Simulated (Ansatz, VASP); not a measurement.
This is a calculation of HfGe for Ansatz 0.2.0. The cell comes from a database or a generator and needn't be the stable form of this composition.

The input input.yaml:

```yaml
crystal:
  lattice:
    - [3.93350939, 0.0, 0.0]
    - [-1.96675469, 3.40651905, 0.0]
    - [0.0, 0.0, 3.50961939]
  atoms:
    - { symbol: Hf, position: [0.0, 0.0, 0.5] }
    - { symbol: Ge, position: [0.33333333, 0.66666667, 0.5] }
hamiltonian:
  xc: pbe
  pseudopotentials: { kind: paw, azcp: { folder: soft_1 } }
kpoints:
  mp_grid: { grid: [8, 8, 8] }
scf:
  occupations: { method: fermi_dirac, width: 0.05 }
output:
  forces: true
  stress: true
  eigenvalues: true
  write_density: true
  write_potential: true
  elf: true
  volumetric_format: npy
```

Potentials or basis: Ansatz PAW soft_1.

The run is started by

```console
$ ansatz run input.yaml --threads 1 --pin off --max-ram 3584MiB --backend cpu --events-out ev --progress --plain --runs-dir out
```

Task: Set up the same calculation for VASP 6.6.1. Potentials or basis there: PBE PAW files Ge_d, Hf_pv, 520 eV.

Result: As run (cutoffs and basis follow the program's own potentials, and thresholds, step limits or extra output files can differ):

INCAR

```
SYSTEM = HfGe
  PREC = Accurate
  ENCUT = 520
  EDIFF = 1E-7
  ISMEAR = -1
  SIGMA = 0.05
  LREAL = .False.
  LASPH = .True.
  NELM = 60
  ALGO = Normal
  ISIF = 2
  LWAVE = .False.
  LCHARG = .True.
  GGA = PE
  LELF = .True.
  LVHAR = .True.
  NBANDS = 19
```

File KPOINTS:

```
regular mesh
0
Gamma
  8 8 8
  0 0 0
```

Contents of POSCAR:

```
HfGe
1.0
    3.9335093900      0.0000000000      0.0000000000
   -1.9667546900      3.4065190500      0.0000000000
    0.0000000000      0.0000000000      3.5096193900
Hf Ge
1 1
Direct
    0.0000000000      0.0000000000      0.5000000000
    0.3333333300      0.6666666700      0.5000000000
```

Potentials or basis: VASP PAW PBE potentials, release 64 (Hf_pv, Ge_d).

Run with:

```console
$ cat potpaw_PBE.64/Hf_pv/POTCAR potpaw_PBE.64/Ge_d/POTCAR > POTCAR
$ mpirun -np 1 vasp_std > vasp.out
```

Both were run:

|  | Ansatz | VASP |
| --- | --- | --- |
| Pressure | 37.3 GPa | 37.0 GPa |

Ansatz's pressure holds a Pulay term of +0.07 GPa for its cutoff of 420 eV, which the other run lacks.

The potentials hold 40 and 24 valence electrons a cell.

Where Ansatz's input types no cutoff or centring, it takes its own default and a Γ-centred mesh.

The cell lies far from this level's equilibrium.

Pressure is positive in compression.
